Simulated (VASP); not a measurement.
A VASP calculation is set up with these files.

**INCAR**
```
! general
SYSTEM = SiO2
PREC   = Accurate
ENCUT  = 400
LREAL  = F   ! projection in real space or not
LASPH  = T

! electronic loop
EDIFF  = 1E-6   ! SCF stop (eV)
NELM   = 100   ! most electronic steps
ALGO   = Normal

! smearing
ISMEAR = 0
SIGMA  = 0.01   ! width (eV)

! functional
GGA    = PE   ! PBE

! ions
ISIF   = 2   ! forces and stress, cell fixed

! output
LWAVE  = F
LCHARG = F
```

### KPOINTS
```
Automatic
0
Gamma
  5 5 8
0 0 0
```

POSCAR:
```
SiO2
1
    4.2543360000     0.0000000000     0.0000000000
    0.0000000000     4.2543360000     0.0000000000
    0.0000000000     0.0000000000     2.7069570000
Si O
2 4
Direct
  0.5000000000   0.5000000000   0.5000000000
  0.0000000000   0.0000000000   0.0000000000
  0.6931600000   0.6931600000   0.0000000000
  0.3068400000   0.3068400000   0.0000000000
  0.8068400000   0.1931600000   0.5000000000
  0.1931600000   0.8068400000   0.5000000000
```

POTCAR, in this order: Si O (PBE.64 set). Program: vasp_std.

Q: Translate this PBE calculation to Quantum ESPRESSO's pw.x.

A: One equivalent input (not run):
```
&CONTROL
  calculation = 'scf'
  pseudo_dir = './pseudo'
  outdir = './out'
  tprnfor = .true.
  tstress = .true.
/
&SYSTEM
  ibrav = 0
  nat = 6
  ntyp = 2
  ecutwfc = 84
  occupations = 'smearing'
  smearing = 'gaussian'
  degauss = 0.000735
  input_dft = 'pbe'
/
&ELECTRONS
  conv_thr = 7.3e-08
  electron_maxstep = 100
/
ATOMIC_SPECIES
  Si 28.085 Si.upf
  O 15.999 O.upf
CELL_PARAMETERS angstrom
     4.2543360    0.0000000    0.0000000
     0.0000000    4.2543360    0.0000000
     0.0000000    0.0000000    2.7069570
ATOMIC_POSITIONS crystal
  Si   0.5000000  0.5000000  0.5000000
  Si   0.0000000  0.0000000  0.0000000
  O    0.6931600  0.6931600  0.0000000
  O    0.3068400  0.3068400  0.0000000
  O    0.8068400  0.1931600  0.5000000
  O    0.1931600  0.8068400  0.5000000
K_POINTS automatic
  5 5 8 0 0 0
```
Limits of the translation: the potentials are each code's own (VASP's PAW set, PseudoDojo norm-conserving files in pw.x), so ENCUT and ecutwfc are chosen apart and not converted; conv_thr bounds pw.x's estimated SCF error, while EDIFF bounds the energy change between steps.

The structure comes from a computed database's SiO2 entry; how it stands against other phases isn't given here. The cell was not relaxed at this level. The run is one of a series of settings (AEXX removed, HFSCREEN removed, ISYM removed, LHFCALC removed, PRECFOCK removed against the base run), some of them coarse on purpose.
